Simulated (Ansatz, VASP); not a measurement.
# WC (Qusongite): VASP beside Ansatz, part 2 of 2

Aim: how closely do two programs agree when they are given the same cell, functional and k mesh? The cell is taken from a series of VASP runs on this material, whose earlier steps may have relaxed, scaled or displaced it; both programs get it as it stands.

VASP 6.6.1 and Ansatz 0.2.0.

So far: Starting point; VASP: relaxation of cell and atoms, PBEsol, spin-orbit coupling.

### Step 3. Ansatz: relaxation of cell and atoms, PBEsol, spin-orbit coupling

Level of this step: Ansatz beside VASP: Kohn-Sham DFT, plane waves, PBEsol, spin-orbit coupling (Ansatz).

Ansatz runs on its fully relativistic PAW (standard-fr) files.

The same cell, functional, mesh and smearing now go to Ansatz, which takes its cutoff from its data sets.

File input.yaml:

```yaml
crystal:
  lattice:
    - [2.9065, 0.0, 0.0]
    - [-1.45325, 2.5171028361, 0.0]
    - [0.0, 0.0, 2.8366]
  atoms:
    - { symbol: W, position: [0.0, 0.0, 0.0] }
    - { symbol: C, position: [0.6666666667, 0.3333333333, 0.5] }
hamiltonian:
  xc: pbesol
  pseudopotentials: { kind: paw_fr }
magnetization:
  noncollinear: true
  spin_orbit: true
kpoints:
  mp_grid: { grid: [8, 8, 6] }
scf:
  occupations: { method: gaussian, width: 0.03 }
relax:
  f_tol: 0.01
  max_steps: 60
  cell: { stress_tol: 0.05 }
output:
  forces: true
  stress: true
```

On the command line:

```console
ansatz run input.yaml --threads 4 --pin off --max-ram 9216MiB --backend cpu --events-out ev --progress --plain --runs-dir out
```

Numbers of over 12 decimals in the logs are rounded to 6 here.

The program printed:

```text
Engine: ansatz 0.2.0, aarch64-unknown-linux-gnu
Pseudopotentials: kind: paw_fr
Pseudopotential: W, paw_fr, valence charge 14, recommended cutoff 420 eV (normal), W.paw.azcp#standard-fr
Pseudopotential: C, paw_fr, valence charge 4, recommended cutoff 420 eV (normal), C.paw.azcp#standard-fr
Functional definition: PBEsol
  exchange = pbesol_x
  correlation = pbesol_c
non-collinear run that drives no moment, with spin-orbit: no starting moment large enough to seed its density (crystal.atoms[].spin), no starting occupations that ask for one, no magnetisation constraint and no magnetic field, so the semilocal B_xc is pinned to zero
Crystal: 2 atoms, lattice volume = 20.752 Å³
Basis set: ecut = 420 eV, 405 PW (Γ), exchange–correlation on 40×40×40 points (8 copies of the dense FFT grid, shifted against one another)
Bands: 26, of which v1, the nominal top of the filled ones, is band 18 counted from 1 (17 counted from 0)
Symmetry: 12 space group operations + 12 with time reversal
Magnetic group: BNS 187.210 (UNI 1440), of the structure as read, at distance tolerance 2.7e-5 Å
k-points: 40 of 384 (time reversal used)
Projection manifold: j_resolved (fully-relativistic pseudo-atomic orbitals)
Non-local potential: W, projectors of the file, l = 0: 3, l = 1: 4, l = 2: 4, l = 3: 2
Non-local potential: C, projectors of the file, l = 0: 2, l = 1: 4, l = 2: 2
PAW form: soft (Blöchl's): semilocal exchange-correlation on the pseudo side does not see the compensation charge
PAW frozen core: W, regenerated for the run's functional, and the local potential with it (the file was generated under x = pbe(κ = 0.804, μ = 0.219515), c = pbe(β = 0.066725))
PAW frozen core: C, regenerated for the run's functional, and the local potential with it (the file was generated under x = pbe(κ = 0.804, μ = 0.219515), c = pbe(β = 0.066725))
PAW one-centre angular grid: W, 590 points (default); XC on 64 Gauss nodes
PAW one-centre angular grid: C, 110 points (default); XC on 64 Gauss nodes
Initial density: superposition of atomic densities (chi_scale 0.1, normalization cell, long waves kept (reshape's long-wave potential 0.00 eV rms))
Initial wavefunctions: pseudopotential atomic-orbital guess
Functional: x = pbesol(κ = 0.804, μ = 0.123457), c = pbesol(β = 0.046)
SCF iter   1: F=—  HF=-10528.985632 eV  |F-HF|=—  |Δ(HF+E_count)|=         —  Δρ=1.29e-1  dr2=4.60e0  dr2_m=0.00e0 (ungated)  ethr=3.10e-3  |M|=0.00e0 ∫|m|=0.00e0 μB  |m|>n=0.0e0 m-floor=0.0e0 τ_xc=0.0e0  β_m=0.30  ⟨swp⟩=6.6  Hψ=5510  notcnv=0
preconditioner: auto → none  [insulator: Δε(μ)=0.066 eV  Ē_g=10.817 eV  σ=0.030 eV  W_gap=0.88  n_scr=8 (ndim 8)  ℏωp=25.8 eV  f_vac=0.000  D(μ)=0.15/eV (n_scr^D=0)  ε∞_Penn≈6.7]
SCF iter   2: F=—  HF=-10527.850959 eV  |F-HF|=—  |Δ(HF+E_count)|=    1.13e0  Δρ=3.21e-2  dr2=8.75e-2  dr2_m=0.00e0 (ungated)  ethr=3.10e-3  |M|=0.00e0 ∫|m|=0.00e0 μB  |m|>n=0.0e0 m-floor=0.0e0 τ_xc=0.0e0  β_m=0.30  ⟨swp⟩=2.9  Hψ=2166  notcnv=0  defer=109
SCF iter   3: F=—  HF=-10527.853406 eV  |F-HF|=—  |Δ(HF+E_count)|=   2.45e-3  Δρ=2.19e-2  dr2=3.89e-2  dr2_m=0.00e0 (ungated)  ethr=4.86e-4  |M|=0.00e0 ∫|m|=0.00e0 μB  |m|>n=0.0e0 m-floor=0.0e0 τ_xc=0.0e0  β_m=0.61  ⟨swp⟩=1.8  Hψ=1332  notcnv=0  defer=107
SCF iter   4: F=—  HF=-10527.858927 eV  |F-HF|=—  |Δ(HF+E_count)|=   5.52e-3  Δρ=5.82e-3  dr2=2.96e-3  dr2_m=0.00e0 (ungated)  ethr=2.16e-4  |M|=0.00e0 ∫|m|=0.00e0 μB  |m|>n=0.0e0 m-floor=0.0e0 τ_xc=0.0e0  β_m=0.59  ⟨swp⟩=2.0  Hψ=1143  notcnv=0  defer=107
SCF iter   5: F=—  HF=-10527.859505 eV  |F-HF|=—  |Δ(HF+E_count)|=   5.77e-4  Δρ=8.23e-4  dr2=6.96e-5  dr2_m=0.00e0 (ungated)  ethr=1.64e-5  |M|=0.00e0 ∫|m|=0.00e0 μB  |m|>n=0.0e0 m-floor=0.0e0 τ_xc=0.0e0  β_m=0.75  ⟨swp⟩=2.3  Hψ=1422  notcnv=0  defer=107
SCF iter   6: F=—  HF=-10527.859540 eV  |F-HF|=—  |Δ(HF+E_count)|=   3.51e-5  Δρ=1.31e-4  dr2=2.86e-6  dr2_m=0.00e0 (ungated)  ethr=3.87e-7  |M|=0.00e0 ∫|m|=0.00e0 μB  |m|>n=0.0e0 m-floor=0.0e0 τ_xc=0.0e0  β_m=0.74  ⟨swp⟩=2.4  Hψ=1375  notcnv=0  defer=107
SCF iter   7: F=-10527.859540 eV  HF=-10527.859540 eV  |F-HF|=2.09e-9  |Δ(HF+E_count)|=   2.76e-8  Δρ=1.56e-5  dr2=1.68e-8  dr2_m=0.00e0 (ungated)  ethr=5.56e-10  |M|=0.00e0 ∫|m|=0.00e0 μB  |m|>n=0.0e0 m-floor=0.0e0 τ_xc=0.0e0  ⟨swp⟩=3.3  Hψ=3887  notcnv=0
SCF 1 converged in 7 iterations: F = -10527.859540 eV  dr2 = 1.68e-8
  greatest PAW one-centre occupation: 1.000 electrons in one spin orbital (limit 2), on the W atom at site 0 (counted from 0), in its partial waves of l = 0
relax step   1: F+E_penalty+E_count = -10527.85953958 eV  Δ(F+E_penalty+E_count) = +0.000e0 eV  max|allowed force component| = 1.133e-16 eV/Å  Δτ_max = 0.0000 Å  P = -3.852 GPa  Ω = 20.752 Å³  (7 SCF iters, dr2 threshold 1.00e-7 eV, accepted)
[...]
relax step   2: F+E_penalty+E_count = -10527.86184391 eV  Δ(F+E_penalty+E_count) = -2.304e-3 eV  max|allowed force component| = 8.327e-17 eV/Å  Δτ_max = 0.0000 Å  P = +1.833 GPa  Ω = 20.479 Å³  energy of the carried Pulay correction = +5.110e-4 eV  (5 SCF iters, dr2 threshold 2.00e-7 eV, accepted)
[...]
relax step   3: F+E_penalty+E_count = -10527.86249617 eV  Δ(F+E_penalty+E_count) = -6.523e-4 eV  max|allowed force component| = 1.712e-16 eV/Å  Δτ_max = 0.0000 Å  P = +0.225 GPa  Ω = 20.547 Å³  energy of the carried Pulay correction = +3.839e-4 eV  (4 SCF iters, dr2 threshold 2.00e-7 eV, accepted)
[...]
relax step   4: F+E_penalty+E_count = -10527.86252901 eV  Δ(F+E_penalty+E_count) = -3.284e-5 eV  max|allowed force component| = 5.667e-17 eV/Å  Δτ_max = 0.0000 Å  P = -0.105 GPa  Ω = 20.567 Å³  energy of the carried Pulay correction = +3.460e-4 eV  (4 SCF iters, dr2 threshold 2.00e-7 eV, accepted)
[...]
relax step   5: F+E_penalty+E_count = -10527.86254093 eV  Δ(F+E_penalty+E_count) = -1.192e-5 eV  max|allowed force component| = 1.573e-16 eV/Å  Δτ_max = 0.0000 Å  P = -0.001 GPa  Ω = 20.562 Å³  energy of the carried Pulay correction = +3.561e-4 eV  (2 SCF iters, dr2 threshold 3.30e-8 eV, accepted)
[...]
relax step   6: F+E_penalty+E_count = -10527.86220380 eV  Δ(F+E_penalty+E_count) = +3.371e-4 eV  max|allowed force component| = 1.573e-16 eV/Å  Δτ_max = 0.0000 Å  P = -0.017 GPa  Ω = 20.562 Å³  stress off target by 2.29e-2 GPa  SCF on the basis re-selected at this cell (its energy is not comparable with the rows above)  (5 SCF iters)
basis re-selected at this cell: Δ(F+E_penalty+E_count) = +3.371e-4 eV, ΔP = -0.017 GPa vs the last step (what re-selecting the basis moved, of the pressure what is left beyond the Pulay correction that the steps carried, after the strain that the cell walked since its last selection, with what the two solves' SCF thresholds leave and, on support functions, any second-order correction that the steps lacked; it is no m [...]
SCF converged after 5 iterations
Magnetization: |M| = 0.0000 μB,  M = (+0.0000, +0.0000, +0.0000) μB
Absolute magnetization: 0.0000 μB (∫|m|)
  site 0: m = (+0.0000, +0.0000, +0.0000) μB, |m| = 0.0000 μB  (R = 0.90 Å)
  site 1: m = (+0.0000, +0.0000, +0.0000) μB, |m| = 0.0000 μB  (R = 0.90 Å)
Free energy (F): -10527.862204 eV
Harris-Foulkes:  -10527.862204 eV  (|F-HF|=7.28e-12)
Internal energy: -10527.861915 eV  (E = F + TS)
E sigma→0 (E₀):  -10527.862059 eV
Entropy (-TS):   -0.000289 eV (-0.145 meV/atom)
Fermi energy:    20.741947 eV
--- Per-component energies (eV) ---
  E_band       = -59.841514
  E_kinetic    = 542.380432
  E_local      = -659.904721  (includes V_loc(G=0)·N_el)
  E_nonlocal   = 23.252322
  E_hartree    = 233.352201
  E_xc         = -314.470125
  E_vxc        = -300.247383  (∫ρ·V_xc dr)
  E_paw        = -8551.014624  (= ΣΔE_a)
  E_vpaw       = -132.026505  (= ΣTr[D̂ρ^β])
  E_aug_tail   = -0.000065  (compensation charges beyond the density's cutoff)
  E_ewald      = -1801.705064
  E_core_change = 0.247730  (= ΣΔE_core)
  E_smearing   = -0.000289  (= −TS)
  E_closure    = 0.000000  (closes the sum)
  Σ components = -10527.862204   (vs F -10527.862204, Δ=0.00e0)
--- Forces (eV/Å), atoms counted from 1 ---
  atom   1  W      0.00000000     0.00000000     0.00000000
  atom   2  C      0.00000000     0.00000000     0.00000000
  max |Σ_I F_I| component: 4.26e-16 eV/Å
--- Stress (GPa, compression-positive) ---
       -0.014630      -0.000000       0.000000
       -0.000000      -0.014630       0.000000
        0.000000       0.000000      -0.022916
  P = ⅓ Tr σ = -0.0174 GPa (-0.174 kbar)
--- Relaxed structure (5 steps of the walk, 5 accepted, 1 SCFs on fresh bases) ---
  F+E_penalty+E_count = -10527.86220380 eV   max|allowed force component| = 1.573e-16 eV/Å   (the final SCF, on the basis selected at the relaxed cell)
  cell:  # Å, volume = 20.5618 Å³
    - [2.900454, -6.712228736174694e-19, 0]
    - [-1.450227, 2.511867, 0]
    - [0, 0, 2.822268]
  atoms:
    - { symbol: W, position: [-3.700743415524894e-17, 0, 0] }
    - { symbol: C, position: [0.666667, 0.333333, 0.5] }
```

It took 4.5 s on 4 threads of Arm Neoverse V2, shared host; peak memory 0.4 GiB; 15 s of CPU time.

### Step 4. Differences

Known differences besides the potentials themselves: spin-orbit coupling enters by fully relativistic files in Ansatz and inside the spheres in VASP; both relaxations stop at a tolerance, which leaves soft axes loose, and VASP keeps its plane-wave basis; the data sets hold 18 valence electrons in Ansatz (fully relativistic PAW (standard-fr) files) and 10 in VASP; the cutoff is 420 eV in Ansatz and 520 eV in VASP; Ansatz makes its cores anew for this functional, VASP keeps those of its PBE data sets; Ansatz adds a Pulay correction to the stress that steers its cell, VASP none. Total energies have different zeros and are not compared.

Both answers:

```csv
quantity,Ansatz,VASP,difference
volume (Å³),20.56,20.54,+0.08 %
"edge a after relaxation, in the typed setting (Å)",2.901,2.899,+0.04 %
"edge c after relaxation, in the typed setting (Å)",2.822,2.822,+0.00 %
```

The walks stopped with -0.02 GPa left in Ansatz and 0.03 GPa in VASP; each walk ends within a tolerance, so the volume difference is uncertain by about these residues over the bulk modulus, most in soft cells.

### Step 5. Outcome

* difference in volume (relaxation of cell and atoms, PBEsol, spin-orbit coupling): 0.084 %

The difference in volume is 0.084 % (relaxation of cell and atoms, PBEsol, spin-orbit coupling), within the 1.2 % picked in this series as the mark of a large difference, as far as the stopping tolerances let one tell. How closely two codes agree says nothing of how well the functional describes the real material.

[Lines on the potential files, build, host, timing and source positions are cut from VASP's logs without a mark.]

[Logs are printed without paths, hosts, clocks, repeated set-up lines and the standing remarks that a program may print on its own settings, such as how far it seeks lower states.]

[Hosts, paths, dates, database ids (printed as entryN), source tags and the programs' standing remarks are cut or masked in the printed files.]
